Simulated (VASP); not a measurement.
Here is the system:

```xyz
2
Lattice="-2.9150 2.9150 1.5900 2.9150 -2.9150 1.5900 2.9150 2.9150 -1.5900" Properties=species:S:1:pos:R:3 pbc="T T T"
Sn     2.9150     0.0000     0.7950
Sn     0.0000     0.0000     0.0000
```

Level of theory: PBE GGA, VASP's PBE PAW potentials (set 64) (plane waves; VASP). Numerical set-up: 400 eV cut-off, 10×10×10 Γ-centred mesh, first-order Methfessel-Paxton smearing of 0.10 eV, potentials Sn_d.

Q: Give the stress tensor in GPa (positive for a compressed cell).

A: 
```
2.91  0.00  0.00
0.00  2.91  0.00
0.00  0.00  2.02
```
The pressure is its mean diagonal, 2.61 GPa.

The compound is Sn in the beta structure. The cell was not relaxed at this level.
